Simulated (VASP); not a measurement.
The system is RuF2.

```
Ru F
1.0
     0.00000    2.40874    2.40874
     2.40874    0.00000    2.40874
     2.40874    2.40874    0.00000
Ru F
1 2
Cartesian
  0.0000 0.0000 0.0000
  1.2044 1.2044 1.2044
  3.6131 3.6131 3.6131
```

The cell comes from a database or a generator and needn't be the stable form of this composition.

Base run:

| Property | Result |
| --- | --- |
| Program | VASP 6.6.1 |
| Functional | LDA |
| Potentials or basis | VASP PAW LDA potentials, release 64 (Ru_pv, F) |
| Cutoff | 520 eV |
| k mesh | 7 × 7 × 7 |
| Occupations | gaussian, width 0.05 eV |
| Spin | collinear spin, ferromagnetic start |
| Starting moments | [1.0, 0.0, 0.0] μB |
| Fixed moment | 0 μB |
| Hubbard terms | Ru d U = 6 eV |

Its results: pressure 45.6 GPa; net moment 0.00 μB per cell.

Task: The run is repeated on the same cell with these changes: fixed moment from 0 μB to none; further incar settings from ALGO = Normal; EDIFF = 1e-07; NBANDS = 25 to ALGO = Fast; EDIFF = 1e-06; NBANDS = 25. What comes out?

Result: Pressure 52.8 GPa; net moment 2.00 μB per cell; site moments Ru +1.91; F +0.01 μB.

Caveats: a pressure of tens of GPa on the cell as given is suspect, and the run, the potentials or the cell itself is likely at fault; the total moment is fixed, so each spin has its own Fermi level (some runs).
